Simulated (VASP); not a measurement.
The system is Ba4ZrTi3O12.

```
CELL_PARAMETERS angstrom
-4.05234 4.05234 4.05234
4.05234 -4.05234 4.05234
4.05234 4.05234 -4.05234
ATOMIC_POSITIONS crystal
Ba 0.50000 0.50000 0.50000
Ba 0.00000 0.00000 0.50000
Ba 0.00000 0.50000 0.00000
Ba 0.50000 0.00000 0.00000
Zr 0.00000 0.00000 0.00000
Ti 0.50000 0.50000 0.00000
Ti 0.50000 0.00000 0.50000
Ti 0.00000 0.50000 0.50000
O 0.00000 0.25000 0.25000
O 0.50000 0.75000 0.25000
O 0.50000 0.25000 0.75000
O 0.00000 0.75000 0.75000
O 0.25000 0.00000 0.25000
O 0.75000 0.50000 0.25000
O 0.75000 0.00000 0.75000
O 0.25000 0.50000 0.75000
O 0.25000 0.25000 0.00000
O 0.75000 0.75000 0.00000
O 0.75000 0.25000 0.50000
O 0.25000 0.75000 0.50000
```

The cell was built by a generator and needn't be a form met in nature.

- Program: VASP 6.6.1
- Task: relaxation of cell and atoms
- Functional: PBEsol
- Potentials or basis: VASP PAW PBE potentials, release 64 (Ba_sv, Zr_sv, Ti_sv, O)
- Cutoff: 600 eV
- k mesh: 6 × 6 × 6
- Occupations: gaussian, width 0.03 eV
- Spin: no spin polarisation

At the start: pressure -1.3 GPa; volume 13.31 Å³/atom.

Question: Where does the relaxation end?

Answer: Over 8 steps the energy falls by 22.7 meV/atom and the volume is 13.14 Å³/atom (-1.3 %); space group Im-3m (No. 229, to 0.05 Å).

Step by step:
| step | energy change (eV) | largest force (eV/Å) | pressure (GPa) | volume (Å³) |
| --- | --- | --- | --- | --- |
| 1 | 0.0000 | 2.2277 | -1.35 | 266.18 |
| 2 | -0.2702 | 1.4628 | 0.69 | 261.88 |
| 3 | -0.4535 | 0.0127 | -0.54 | 263.54 |
| 4 | -0.4534 | 0.0576 | -0.52 | 263.49 |
| 5 | -0.4535 | 0.0332 | 0.53 | 261.90 |
| 6 | -0.4548 | 0.0454 | 0.01 | 262.68 |
| 7 | -0.4549 | 0.0186 | -0.01 | 262.72 |
| 8 | -0.4550 | 0.0014 | -0.01 | 262.70 |

Final structure:
```cif
data_structure
_symmetry_space_group_name_H-M 'P 1'
_symmetry_Int_Tables_number 1
_cell_length_a 6.9882
_cell_length_b 6.9882
_cell_length_c 6.9882
_cell_angle_alpha 109.471
_cell_angle_beta 109.471
_cell_angle_gamma 109.471
_cell_volume 262.70
loop_
_atom_site_label
_atom_site_type_symbol
_atom_site_fract_x
_atom_site_fract_y
_atom_site_fract_z
_atom_site_occupancy
Ba1 Ba 0.50000 0.50000 0.50000 1
Ba2 Ba 0.00000 0.00000 0.50000 1
Ba3 Ba 0.00000 0.50000 0.00000 1
Ba4 Ba 0.50000 0.00000 0.00000 1
Zr1 Zr 0.00000 0.00000 0.00000 1
Ti1 Ti 0.50000 0.50000 0.00000 1
Ti2 Ti 0.50000 0.00000 0.50000 1
Ti3 Ti 0.00000 0.50000 0.50000 1
O1 O 0.00000 0.25807 0.25807 1
O2 O 0.50000 0.75000 0.25000 1
O3 O 0.50000 0.25000 0.75000 1
O4 O 0.00000 0.74193 0.74193 1
O5 O 0.25807 0.00000 0.25807 1
O6 O 0.75000 0.50000 0.25000 1
O7 O 0.74193 0.00000 0.74193 1
O8 O 0.25000 0.50000 0.75000 1
O9 O 0.25807 0.25807 0.00000 1
O10 O 0.74193 0.74193 0.00000 1
O11 O 0.75000 0.25000 0.50000 1
O12 O 0.25000 0.75000 0.50000 1
```

Caveat: the PAW data sets were made with another functional, which shifts forces and pressure a little.
